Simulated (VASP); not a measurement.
Given:

```yaml
crystal:
  lattice:
    - [-1.62868, 1.62868, 1.62868]
    - [1.62868, -1.62868, 1.62868]
    - [1.62868, 1.62868, -1.62868]
  atoms:
    - { symbol: Nb, position: [0.00000, 0.00000, 0.00000] }
```

Method: PBEsol GGA, VASP's PBE PAW potentials (set 64) (plane waves; VASP 6.6.1). Settings: 480 eV cut-off, 14×14×14 Γ-centred mesh, first-order Methfessel-Paxton smearing of 0.10 eV, potentials Nb_sv.

Task: Predict the energy per atom (σ→0), pressure, band gap (on the k-mesh) with the smallest direct gap where there is one.

Result: 
```yaml
band gap (on the k-mesh): none (metal, semimetal or under 0.01 eV)
energy per atom (σ→0): -10.945 eV/atom
pressure: 1.96 GPa
```

The absolute energy has meaning only against runs of the same code, potentials and settings.

The compound is Nb in the bcc structure. It was relaxed first under an external pressure of 2 GPa.
